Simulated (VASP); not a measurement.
# HfPb with r2SCAN: from relaxation to properties, part 3 of 3

Aim: relax HfPb, then compute properties on the relaxed cell. The cell is invented: it takes the structure of COD entry 9012004, Pb (space group 225 there), with some of its atoms replaced by other elements, volume scaled by an estimate. It may not be a known or stable phase.

VASP 6.6.1; r2SCAN; plane waves and PAW (Pb_d, Hf_pv); invented cell.

So far. Step 4 (Density, ELF and potential (r2SCAN)): In this run the pressure is -0.05 GPa, small enough to go on. Step 5 (Band structure (r2SCAN)): There is no gap at this level. The relaxed cell has a = 3.289, c = 4.288 Å (conventional setting).

### 6. Total and projected DOS (r2SCAN)

A density of states needs more k-points than a total energy; ISMEAR = -5 takes tetrahedra, and LORBIT projects the states on the PAW spheres. The mesh is finer than in the run before.

The input, INCAR:

```
SYSTEM = HfPb
PREC = Accurate
ENCUT = 400
EDIFF = 1E-06
NELM = 100
ISMEAR = -5
SIGMA = 0.05
LREAL = .FALSE.
ALGO = Normal
METAGGA = R2SCAN
LASPH = .TRUE.
LORBIT = 11
LWAVE = .FALSE.
LCHARG = .FALSE.
NEDOS = 2001
```

The input, POSCAR:

```
HfPb
1.0
    3.2891436265      0.0000000000      0.0000000000
    0.0000000000      3.2891436265      0.0000000000
    0.0000000000      0.0000000000      4.2878538950
Pb Hf
1 1
Direct
    0.0000000000      0.0000000000      0.0000000000
    0.5000000000      0.5000000000      0.5000000000
```

The input, KPOINTS:

```
Automatic mesh
0
Gamma
12 12 9
0 0 0
```

PAW data sets: Pb_d and Hf_pv (PBE family, release 64).

Command:

```console
$ mpirun -np 1 vasp_std
```

Log:

```text
[... set-up lines as in an earlier step ...]
 entering main loop
       N       E                     dE             d eps       ncg     rms          rms(c)
DAV:   1     0.609011410490E+02    0.60901E+02   -0.11752E+04  4512   0.144E+03
DAV:   2    -0.991337738136E+02   -0.16003E+03   -0.15807E+03  4600   0.367E+02
DAV:   3    -0.107616902019E+03   -0.84831E+01   -0.84622E+01  6344   0.834E+01
DAV:   4    -0.107754792152E+03   -0.13789E+00   -0.13792E+00  5024   0.124E+01
DAV:   5    -0.107760600371E+03   -0.58082E-02   -0.58041E-02  6904   0.234E+00    0.361E+01
DAV:   6    -0.101258605393E+03    0.65020E+01   -0.24979E+00  5832   0.241E+01    0.208E+01
DAV:   7    -0.101310770221E+03   -0.52165E-01   -0.64035E-01  6096   0.491E+00    0.457E+00
DAV:   8    -0.101306475765E+03    0.42945E-02   -0.82018E-02  5784   0.242E+00    0.692E-01
DAV:   9    -0.101305644418E+03    0.83135E-03   -0.60118E-03  5512   0.514E-01    0.230E-01
DAV:  10    -0.101305664155E+03   -0.19737E-04   -0.10127E-03  5664   0.300E-01    0.454E-02
DAV:  11    -0.101305683087E+03   -0.18932E-04   -0.41476E-05  5824   0.616E-02    0.180E-02
DAV:  12    -0.101305684576E+03   -0.14887E-05   -0.11127E-05  5664   0.376E-02    0.421E-03
DAV:  13    -0.101305684479E+03    0.96859E-07   -0.46830E-07  2936   0.935E-03
   1 F= -.10130568E+03 E0= -.10130568E+03  d E =0.000000E+00
 -----------------------------------------------------------------------------
|                                                                             |
|           W    W    AA    RRRRR   N    N  II  N    N   GGGG   !!!           |
|           W    W   A  A   R    R  NN   N  II  NN   N  G    G  !!!           |
|           W    W  A    A  R    R  N N  N  II  N N  N  G       !!!           |
|           W WW W  AAAAAA  RRRRR   N  N N  II  N  N N  G  GGG   !            |
|           WW  WW  A    A  R   R   N   NN  II  N   NN  G    G                |
|           W    W  A    A  R    R  N    N  II  N    N   GGGG   !!!           |
|                                                                             |
|     Tetrahedron method does not include variations of the Fermi             |
|     occupations, so forces and stress will be inaccurate. We suggest        |
|     using a different smearing scheme ISMEAR = 1 or 2 for metals in         |
|     relaxations.                                                            |
|                                                                             |
 -----------------------------------------------------------------------------
```

The job ended after 6.7 min (1 MPI rank of AMD EPYC 7R43, shared host; peak memory 0.18 GiB).

From OUTCAR (step 6):

```text
   k-points           NKPTS =    140   k-points in BZ     NKDIM =    140   number of bands    NBANDS=     16

   NELECT =      24.0000    total number of electrons

 E-fermi :   7.9501

 k-point     1 :       0.0000    0.0000    0.0000
  band No.  band energies     occupation
    ...
      8      -9.6828      2.00000
      9      -4.6921      2.00000
     10       5.5522      2.00000
     11       6.2889      2.00000
     12       6.4149      2.00000
     13      10.6296      0.00000
     14      10.6296      0.00000
     15      11.7089      0.00000
     16      11.7090      0.00000

  Total       -0.1298743     -0.1298743     -0.0915034      0.0000000      0.0000000     -0.0000000
  in kB       -4.4856768     -4.4856768     -3.1604015      0.0000000      0.0000000     -0.0000000
  external PRESSURE =      -4.0439184 kB  Pullay stress =       0.0000000 kB

  FREE ENERGIE OF THE ION-ELECTRON SYSTEM (eV)
  ---------------------------------------------------
  free  energy   TOTEN  =      -101.3056844793 eV

  energy  without entropy=     -101.3056844793  energy(sigma->0) =     -101.30568448

[... 7 parts as in an earlier step ...]

[... 10 further parts left out ...]
```

With tetrahedra the forces and stress of a metal are not exact derivatives of the energy.

This step gave:

```yaml
irreducible_k_points: 140
free_energy_toten: -101.3057 eV
fermi_energy: 7.950 eV
pressure: -0.4044 GPa
dos_at_the_fermi_level: 0.4362 states/eV/cell
```

The density of states has structure finer than the step of the table below, so its rows give means over 0.5 eV, whole bins alone (the curve runs from -12.0 to 2.45 eV). Peaks (eV: height): total -1.51: 2.06, -1.15: 1.86, 0.34: 2.28, 1.69: 2.91; Hf d -1.51: 0.976, -1.15: 0.812, 0.34: 0.994, 1.69: 1.60; Pb p -4.23: 0.296, -3.24: 0.354, 0.34: 0.178, 1.69: 0.176; Hf p -3.24: 0.146, -0.63: 0.0832, 0.34: 0.134, 2.05: 0.168; Pb s -9.57: 0.555, 2.09: 0.0922.

States under -12.0 eV and over 2.5 eV are left out. Table of density of states by energy, zero at the Fermi level; means over each step; values in states/eV/cell:

```
energy (eV)   total     Hf d     Pb p     Hf p     Pb s
      -11.5   0.377  0.00167  0.00461   0.0111    0.196
      -11.0   0.477  0.00473  0.00805   0.0161    0.254
      -10.5   0.511  0.00865   0.0108   0.0167    0.277
      -10.0   0.607   0.0150   0.0128   0.0187    0.340
       -9.5   0.745   0.0245   0.0134   0.0208    0.433
       -9.0   0.409   0.0156   0.0107   0.0101    0.239
       -8.5   0.282   0.0129  0.00801  0.00553    0.168
       -8.0   0.200   0.0109  0.00503  0.00243    0.122
       -7.5  0.0834  0.00421  0.00222   4.9e-4   0.0535
       -7.0  0.0426  0.00133  0.00400   3.0e-4   0.0153
       -6.5  0.0911  0.00288   0.0164  0.00233  0.00154
       -6.0   0.235   0.0106   0.0483  0.00757  0.00468
       -5.5   0.378   0.0202   0.0811   0.0165  0.00948
       -5.0   0.588   0.0376    0.130   0.0318   0.0159
       -4.5   0.929   0.0746    0.221   0.0578   0.0241
       -4.0    1.02    0.142    0.252   0.0505   0.0229
       -3.5    1.17    0.179    0.276   0.0947   0.0216
       -3.0    1.29    0.242    0.308    0.108   0.0189
       -2.5    1.11    0.268    0.257   0.0682   0.0183
       -2.0   0.798    0.219    0.155   0.0463   0.0214
       -1.5    1.38    0.553    0.136   0.0661   0.0301
       -1.0    1.78    0.764    0.148   0.0773   0.0300
       -0.5    1.06    0.419    0.108   0.0539   0.0234
        0.0   0.645    0.266   0.0602   0.0318   0.0196
        0.5    1.76    0.772    0.143   0.0949   0.0417
        1.0    1.94    0.977    0.142   0.0852   0.0400
        1.5    2.60     1.42    0.157    0.123   0.0626
        2.0    2.28     1.27   0.0866    0.150   0.0856
```

The finer mesh and the other smearing move the Fermi level by +0.07 eV from the 8×8×6 run, one measure of the sampling error in the zero of the bands above. Of the states within 0.3 eV of the Fermi level, the largest shares in the PAW spheres are Hf d 42 %, Pb p 9 % and Hf p 5 %. The rest lies in smaller channels or between the spheres.

### 7. Vibrations at Γ (r2SCAN)

Zone-centre modes test whether the atoms sit at a minimum within this cell. IBRION = 6 takes the force constants from differences of forces between displaced cells, so the forces must be tight.

The input, INCAR:

```
SYSTEM = HfPb
PREC = Accurate
ENCUT = 400
EDIFF = 1E-08
NELM = 100
ISMEAR = 0
SIGMA = 0.05
LREAL = .FALSE.
ALGO = Normal
METAGGA = R2SCAN
LASPH = .TRUE.
LORBIT = 11
LWAVE = .FALSE.
LCHARG = .FALSE.
IBRION = 6
NFREE = 2
POTIM = 0.015
ISIF = 2
NSW = 1
```

POSCAR is that of step 6.

The input, KPOINTS:

```
Automatic mesh
0
Gamma
8 8 6
0 0 0
```

Command:

```console
$ mpirun -np 1 vasp_std
```

Log:

```text
[... set-up lines as in an earlier step ...]
 entering main loop
       N       E                     dE             d eps       ncg     rms          rms(c)
[... 11 cycles as in an earlier step ...]
DAV:  12    -0.101288054110E+03   -0.50776E-05   -0.10652E-05  2456   0.363E-02    0.739E-03
DAV:  13    -0.101288053984E+03    0.12578E-06   -0.60794E-07  2648   0.967E-03    0.982E-04
DAV:  14    -0.101288053925E+03    0.59248E-07   -0.19473E-07  2232   0.382E-03    0.634E-04
DAV:  15    -0.101288053880E+03    0.44979E-07   -0.15300E-08  1560   0.166E-03    0.842E-04
DAV:  16    -0.101288053913E+03   -0.32392E-07   -0.23523E-09  1200   0.553E-04    0.857E-05
DAV:  17    -0.101288053920E+03   -0.70354E-08   -0.10462E-09  1184   0.511E-04
   1 F= -.10128805E+03 E0= -.10128735E+03  d E =-.140286E-02
[... from here on, the cycles between the ionic steps are left out ...]
   2 F= -.10128783E+03 E0= -.10128713E+03  d E =-.140952E-02
   3 F= -.10128783E+03 E0= -.10128713E+03  d E =-.140952E-02
   4 F= -.10128718E+03 E0= -.10128647E+03  d E =-.142298E-02
   5 F= -.10128718E+03 E0= -.10128647E+03  d E =-.142298E-02
   6 F= -.10128783E+03 E0= -.10128712E+03  d E =-.140951E-02
   7 F= -.10128783E+03 E0= -.10128712E+03  d E =-.140951E-02
   8 F= -.10128718E+03 E0= -.10128647E+03  d E =-.142297E-02
[...]
hard stop encountered!  aborting job ...
[...]
|     The electronic self-consistency was not achieved in the given           |
[...]
soft stop encountered!  aborting job ...
   9 F= -.10125992E+03 E0= -.10125920E+03  d E =-.143940E-02
 deleting file STOPCAR
```

Wall time 21 min (1 MPI rank); peak memory 0.22 GiB.

The run was stopped at its time limit, by a STOPCAR file.

More ranks or a longer limit would be the way on.

### 8. Field gradients at the nuclei (r2SCAN)

Field gradients probe how far the charge around each nucleus departs from cubic symmetry; LASPH keeps the non-spherical terms inside the spheres.

The input, INCAR:

```
SYSTEM = HfPb
PREC = Accurate
ENCUT = 400
EDIFF = 1E-07
NELM = 100
ISMEAR = 0
SIGMA = 0.05
LREAL = .FALSE.
ALGO = Normal
METAGGA = R2SCAN
LASPH = .TRUE.
LORBIT = 11
LWAVE = .FALSE.
LCHARG = .FALSE.
LEFG = .TRUE.
```

POSCAR is that of step 7.

KPOINTS is that of step 7.

Command:

```console
$ mpirun -np 1 vasp_std
```

Log:

```text
[... set-up lines as in an earlier step ...]
 entering main loop
       N       E                     dE             d eps       ncg     rms          rms(c)
[... 12 cycles as in an earlier step ...]
DAV:  13    -0.101288053984E+03    0.12616E-06   -0.60294E-07  2416   0.967E-03    0.981E-04
DAV:  14    -0.101288053925E+03    0.59381E-07   -0.19329E-07  1680   0.392E-03
ion   1
     0.0000000    -0.0000000     0.0000000    -1.5993332     0.0000000    -0.0000000
     0.0000688    -0.0000000     0.0000000    -1.5993331     0.0000000    -0.0000000
     0.0000947    -0.0000000     0.0000000    -1.5993331     0.0000000    -0.0000000
     0.0001304    -0.0000000     0.0000000    -1.5993330     0.0000000    -0.0000000
     0.0001796    -0.0000000     0.0000000    -1.5993328     0.0000000    -0.0000000

     0.0000000     0.0000000     0.0000000   307.5641466     0.0000000     0.0000000
     0.0000688     0.0000000     0.0000000   306.9436588     0.0000000     0.0000000
     0.0000947     0.0000000     0.0000000   306.6512232     0.0000000     0.0000000
     0.0001304     0.0000000     0.0000000   306.2075777     0.0000000     0.0000000
     0.0001796     0.0000000     0.0000000   305.5374775     0.0000000     0.0000000

ion   2
     0.0000000     0.0000000    -0.0000000    -2.0671951    -0.0000000     0.0000000
     0.0000654     0.0000000    -0.0000000    -2.0671952    -0.0000000     0.0000000
     0.0000901     0.0000000    -0.0000000    -2.0671952    -0.0000000     0.0000000
     0.0001241     0.0000000    -0.0000000    -2.0671952    -0.0000000     0.0000000
     0.0001709     0.0000000    -0.0000000    -2.0671953    -0.0000000     0.0000000

     0.0000000     0.0000000    -0.0000000   -69.0380423    -0.0000000     0.0000000
     0.0000654     0.0000000    -0.0000000   -69.0341390    -0.0000000     0.0000000
     0.0000901     0.0000000    -0.0000000   -69.0339352    -0.0000000     0.0000000
     0.0001241     0.0000000    -0.0000000   -69.0346786    -0.0000000     0.0000000
     0.0001709     0.0000000    -0.0000000   -69.0374617    -0.0000000     0.0000000

   1 F= -.10128805E+03 E0= -.10128735E+03  d E =-.140292E-02
```

Wall time 2.3 min (1 MPI rank); peak memory 0.13 GiB.

Parts of OUTCAR (step 8):

```text
   NELECT =      24.0000    total number of electrons

 E-fermi :   7.8801

 k-point     1 :       0.0000    0.0000    0.0000
  band No.  band energies     occupation
    ...
      8      -9.6693      2.00000
      9      -4.6871      2.00000
     10       5.5531      2.00000
     11       6.2919      2.00000
     12       6.4133      2.00000
     13      10.6183      0.00000
     14      10.6183      0.00000
     15      11.7105      0.00000
     16      11.7107      0.00000

  Total       -0.0139359     -0.0139359     -0.0148306      0.0000000      0.0000000      0.0000000
  in kB       -0.4813251     -0.4813251     -0.5122285      0.0000000      0.0000000      0.0000000
  external PRESSURE =      -0.4916263 kB  Pullay stress =       0.0000000 kB

  FREE ENERGIE OF THE ION-ELECTRON SYSTEM (eV)
  ---------------------------------------------------
  free  energy   TOTEN  =      -101.2880539247 eV

  energy  without entropy=     -101.2866510055  energy(sigma->0) =     -101.28735247

 Electric field gradients after diagonalization (V/A^2)
 (convention: |V_zz| > |V_xx| > |V_yy|)
----------------------------------------------------------------------
 ion       V_xx      V_yy      V_zz     asymmetry (V_yy - V_xx)/ V_zz
----------------------------------------------------------------------
   1     193.782   193.782  -387.564       0.000
   2     -42.907   -42.907    85.814       0.000
----------------------------------------------------------------------

[... 10 parts as in an earlier step ...]

[... 8 further parts left out ...]
```

This step gave:

- SCF cycles: 14
- irreducible k-points: 60
- free energy (TOTEN): -101.2881 eV
- Fermi energy: 7.880 eV
- pressure: -0.04916 GPa

Electric field gradients, by row:

```
atom  Vxx (V/Å²)  Vyy (V/Å²)  Vzz (V/Å²)  asymmetry
 Pb1       193.8       193.8      -387.6          0
 Hf2      -42.91      -42.91       85.81          0
```

The largest gradient, -387.56 V/Å², sits on Pb1; the stable nuclei of Pb have no quadrupole moment in their ground state, so NMR and NQR don't see it.

### 9. Outcome

```
relaxed volume                            : 23.19 Å³/atom
relaxed conventional cell a, b, c         : 3.289, 3.289, 4.288 Å
space group after relaxing, within 0.02 Å : P4/mmm (No. 123)
band gap                                  : none, a metal
DOS at the Fermi level                    : 0.436 states/eV/cell
largest field gradient Vzz                : -387.56 V/Å² on Pb1
```

**Reading.** With r2SCAN, HfPb relaxes to 23.19 Å³/atom in space group P4/mmm (held by the symmetry of the run) and comes out as a metal. Not obtained: vibrations at Γ (r2SCAN), because the run hit its time limit. Band structure (r2SCAN): Of the bands kept, 2 cross the Fermi level on this path. Spin-orbit coupling is left out, and with elements this heavy it would split and shift bands near the Fermi level. The k-sampling is coarse for a metal, so the Fermi level, pressures and the shape of the cell carry errors. No search among competing phases was made. All values are for a static lattice at zero temperature.

[Lines on the potential files, build, host, timing and source positions are cut from VASP's logs without a mark.]

[Logs are printed without paths, hosts, clocks, repeated set-up lines and the standing remarks that a program may print on its own settings, such as how far it seeks lower states.]

[Hosts, paths, dates, database ids (printed as entryN), source tags and the programs' standing remarks are cut or masked in the printed files.]

[A measured line is paired with the nearest computed mode of its activity, which favours agreement.]
